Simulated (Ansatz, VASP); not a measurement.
**HfC: VASP beside Ansatz**

Wanted: the spread between two codes on one cell, functional and k mesh. The cell is taken from a series of runs on this material, whose earlier steps may have relaxed, scaled, displaced or heated it; both programs get it as it stands.

Program: Ansatz 0.2.0. Level of theory: plane waves, with VASP 6.6.1 beside it; zone-centre phonons at LDA. Results are calculated unless marked as measured.

## Step 1: Starting point

The structure is tetragonal, space group I4/mmm (No. 139). The conventional cell has a = 3.244 Å, b = 3.244 Å, c = 4.481 Å, α = 90.00°, β = 90.00°, γ = 90.00°. C has 6 Hf at 2.24 to 2.29 Å nearest. Nearest to Hf lie 6 C at 2.24 to 2.29 Å. Farther neighbours are not listed.

## Step 2: Ansatz: zone-centre phonons, LDA

Ansatz runs on its PAW soft_1 files.

Second derivatives magnify differences that forces hide, and they need a tight electronic threshold.

Input file input.yaml:

```yaml
crystal:
  lattice:
    - [0.0, 2.2940391455, 2.2406451459]
    - [2.2940391455, 0.0, 2.2406451459]
    - [2.2940391455, 2.2940391455, 0.0]
  atoms:
    - { symbol: C, position: [0.0, 0.0, 0.0] }
    - { symbol: Hf, position: [0.5, 0.5, 0.5] }
kpoints:
  mp_grid: { grid: [16, 16, 16] }
hamiltonian:
  xc: lda
  pseudopotentials: { kind: paw, azcp: { folder: soft_1 }, xc_functional: pbe }
scf:
  occupations: { method: methfessel_paxton, width: 0.2 }
output:
  eigenvalues: true
phonons:
  method: dfpt
```

Launch:

```
> ansatz run input.yaml --threads 4 --pin off --max-ram 10240MiB --backend cpu --events-out ev --progress --plain --runs-dir out
```

Numbers of over 12 decimals in the logs are rounded to 6 here.

The log of the run:

```text
zone centre: on kpoints.mp_grid the ground state, and the responses unless they are solved on pairs of k-points, stand on 621 of the mesh's 4096 k-points, reduced under 8 symmetry operations, with k and −k counted as one. Each operation leaves every solved displacement unchanged or reverses it
Engine: ansatz 0.2.0, aarch64-unknown-linux-gnu
Pseudopotentials: kind: paw
Pseudopotential: C, paw, valence charge 4, recommended cutoff 420 eV (normal), soft_1/C.paw.azcp
Pseudopotential: Hf, paw, valence charge 26, recommended cutoff 420 eV (normal), soft_1/Hf.paw.azcp
Functional definition: SPW92
  exchange = slater_x
  correlation = pw_c
Crystal: 2 atoms, lattice volume = 23.583 Å³
Basis set: ecut = 420 eV, 459 PW (Γ), exchange–correlation on 48×48×48 points (8 copies of the dense FFT grid, shifted against one another)
Bands: 19, of which v1, the nominal top of the filled ones, is band 15 counted from 1 (14 counted from 0)
Symmetry: 16 space group operations
k-points: 621 of 4096 (irreducible under 8 space group operations)
Non-local potential: C, projectors of the file, l = 0: 2, l = 1: 2, l = 2: 1
Non-local potential: Hf, projectors of the file, l = 0: 3, l = 1: 2, l = 2: 2, l = 3: 3
PAW form: soft (Blöchl's): semilocal exchange-correlation on the pseudo side does not see the compensation charge
PAW frozen core: C, regenerated for the run's functional, and the local potential with it (the file was generated under x = pbe(κ = 0.804, μ = 0.219515), c = pbe(β = 0.066725))
PAW frozen core: Hf, regenerated for the run's functional, and the local potential with it (the file was generated under x = pbe(κ = 0.804, μ = 0.219515), c = pbe(β = 0.066725))
PAW one-centre angular grid: C, 110 points (default); XC on 64 Gauss nodes
PAW one-centre angular grid: Hf, 590 points (default); XC on 64 Gauss nodes
Initial density: superposition of atomic densities (chi_scale 0.1, normalization cell, long waves kept (reshape's long-wave potential 0.00 eV rms))
Initial wavefunctions: pseudopotential atomic-orbital guess
Functional: x = slater, c = lda
SCF iter   1: F=—  HF=-15723.150720 eV  |F-HF|=—  |Δ(HF+E_count)|=         —  Δρ=9.33e-2  dr2=2.73e0  ethr=3.10e-3  ⟨swp⟩=4.9  Hψ=51849  notcnv=0
preconditioner: auto → Kerker (q_TF=auto, 2.840 Å⁻¹)  [metal: Δε(μ)=0.024 eV  Ē_g=17.772 eV  σ=0.200 eV  W_gap=0.10  n_scr=14 (ndim 8)  ℏωp=40.5 eV  f_vac=0.000  D(μ)=0.20/eV (n_scr^D=0)]
SCF iter   2: F=—  HF=-15722.564003 eV  |F-HF|=—  |Δ(HF+E_count)|=   5.87e-1  S|Δr|=    0.00e0  Δρ=3.33e-2  dr2=2.64e-1  ethr=3.10e-3  ⟨swp⟩=2.1  Hψ=20444  notcnv=0
SCF iter   3: F=—  HF=-15722.501963 eV  |F-HF|=—  |Δ(HF+E_count)|=   6.20e-2  S|Δr|=    0.00e0  Δρ=1.37e-2  dr2=2.68e-2  ethr=8.82e-4  ⟨swp⟩=2.0  Hψ=21341  notcnv=0
SCF iter   4: F=—  HF=-15722.495811 eV  |F-HF|=—  |Δ(HF+E_count)|=   6.15e-3  S|Δr|=    0.00e0  Δρ=7.67e-3  dr2=6.73e-3  ethr=8.94e-5  ⟨swp⟩=2.1  Hψ=20933  notcnv=0
SCF iter   5: F=—  HF=-15722.495133 eV  |F-HF|=—  |Δ(HF+E_count)|=   6.77e-4  S|Δr|=    0.00e0  Δρ=1.51e-3  dr2=3.05e-4  ethr=2.24e-5  ⟨swp⟩=2.0  Hψ=18130  notcnv=0
SCF iter   6: F=—  HF=-15722.495030 eV  |F-HF|=—  |Δ(HF+E_count)|=   1.03e-4  S|Δr|=    0.00e0  Δρ=2.78e-4  dr2=1.89e-5  ethr=1.02e-6  ⟨swp⟩=2.6  Hψ=22101  notcnv=0
SCF iter   7: F=—  HF=-15722.495035 eV  |F-HF|=—  |Δ(HF+E_count)|=   5.06e-6  S|Δr|=    0.00e0  Δρ=8.06e-5  dr2=1.12e-6  ethr=6.30e-8  ⟨swp⟩=2.3  Hψ=21712  notcnv=0
SCF iter   8: F=—  HF=-15722.495034 eV  |F-HF|=—  |Δ(HF+E_count)|=   1.12e-6  S|Δr|=    0.00e0  Δρ=1.30e-5  dr2=2.29e-8  ethr=3.73e-9  ⟨swp⟩=2.9  Hψ=22293  notcnv=0
SCF iter   9: F=—  HF=-15722.495034 eV  |F-HF|=—  |Δ(HF+E_count)|=   1.28e-8  S|Δr|=    0.00e0  Δρ=2.52e-6  dr2=1.13e-9  ethr=7.63e-11  ⟨swp⟩=2.3  Hψ=17914  notcnv=0
SCF iter  10: F=—  HF=-15722.495034 eV  |F-HF|=—  |Δ(HF+E_count)|=  3.62e-10  S|Δr|=    0.00e0  Δρ=2.37e-7  dr2=1.04e-11  ethr=3.76e-12  ⟨swp⟩=2.2  Hψ=20368  notcnv=0
SCF iter  11: F=-15722.495034 eV  HF=-15722.495034 eV  |F-HF|=0.00e0  |Δ(HF+E_count)|=    0.00e0  S|Δr|=    0.00e0  Δρ=3.94e-8  dr2=1.79e-13  ethr=1.00e-12  ⟨swp⟩=7.3  Hψ=67536  notcnv=0
SCF 1 converged in 11 iterations: F = -15722.495034 eV  dr2 = 1.79e-13
  greatest PAW one-centre occupation: 0.998 electrons in one spin orbital (limit 2), on the Hf atom at site 1 (counted from 0), in its partial waves of l = 3
DFPT response loops at Γ: preconditioner auto → Kerker (q_TF=auto, 2.840 Å⁻¹) (partly filled bands, converged f_vac=0.000); β = 1.00, the filter's whole step (`scf.mixing.beta` (0.50) is not read by the response loops under this deck's `scf.mixing.preconditioner`; to damp them name `kerker` or `kerker_dos`, under which they read `scf.mixing.beta`, and type it under 1.00, their step now; both keys bind the ground state too); Broyden in place of MSR1
SCF converged after 11 iterations
Stability not checked: this state was not tested for a lower state beside it, because cold or Methfessel-Paxton smearing, or corrected tetrahedra, fill the levels in a way that the test cannot read (fill_not_monotonic; see scf.lower_state_search)
Free energy (F): -15722.495034 eV
Harris-Foulkes:  -15722.495034 eV  (|F-HF|=0.00e0)
Internal energy: -15722.494866 eV  (E = F + TS)
E sigma→0 (E₀):  -15722.494992 eV
Entropy (-TS):   -0.000169 eV (-0.084 meV/atom)
Fermi energy:    19.564281 eV
--- Per-component energies (eV) ---
  E_band       = 99.082724
  E_kinetic    = 498.472381
  E_local      = -6065.724470  (includes V_loc(G=0)·N_el)
  E_nonlocal   = 99.627883
  E_hartree    = 2981.066817
  E_xc         = -313.360689
  E_vxc        = -315.741223  (∫ρ·V_xc dr)
  E_paw        = -7548.954641  (= ΣΔE_a)
  E_vpaw       = -79.685570  (= ΣTr[D̂ρ^β])
  E_aug_tail   = 0.000117  (compensation charges beyond the density's cutoff)
  E_ewald      = -5376.142185
  E_core_change = 2.519920  (= ΣΔE_core)
  E_smearing   = -0.000169  (= −TS)
  E_closure    = -0.000000  (closes the sum)
  Σ components = -15722.495034   (vs F -15722.495034, Δ=0.00e0)
--- Band table (eV; the first three rows and the last of 621) ---
  k-point 0: bands = [... 11 lower, 8.8068, 20.6268, 20.6268, 20.7515, 20.7515, 20.7764, 21.0177, 22.8681]
  k-point 1: bands = [... 11 lower, 8.8057, 19.8052, 20.0035, 20.1469, 21.0424, 21.1621, 21.4793, 23.4177]
  k-point 2: bands = [... 11 lower, 8.8055, 18.7246, 19.1398, 19.2784, 21.4080, 21.5047, 21.9417, 24.5605]
  k-point 620: bands = [... 11 lower, 9.0032, 17.2693, 17.4384, 19.4934, 19.4934, 25.1448, 26.6476, 26.6476]
--- Phonons (Γ-DFPT): 4 representative perturbations + reference, on 621 of 4096 k-points (Σ response iterations 12) ---
  k mesh reduced under 8 symmetry operations, with k and −k counted as one. Each operation leaves every solved displacement unchanged or reverses it
  ASR residual: 6.754e-6 → 0.000e0 eV/Å²; symmetrization residual: 1.048e-6 eV/Å²
  ASR residual per site (eV/Å²): 2.97e-6 6.75e-6
  Γ frequencies (cm⁻¹): 0.00 0.00 0.00 449.42 449.42 527.46
  non-analytic LO–TO correction: not included (Born effective charges unavailable; polar crystals: no LO–TO splitting at Γ)
```

In the SCF lines HF is the Harris–Foulkes energy and dr2 the Hartree energy of the density residual, in eV; the loop may stop once dr2 is under the threshold and the program's other checks hold. Hψ counts applications of the Hamiltonian.

(Continued in part 2 of 2.)

[Lines on the potential files, build, host, timing and source positions are cut from VASP's logs without a mark.]

[Logs are printed without paths, hosts, clocks, repeated set-up lines and the standing remarks that a program may print on its own settings, such as how far it seeks lower states.]

[Hosts, paths, dates, database ids (printed as entryN), source tags and the programs' standing remarks are cut or masked in the printed files.]
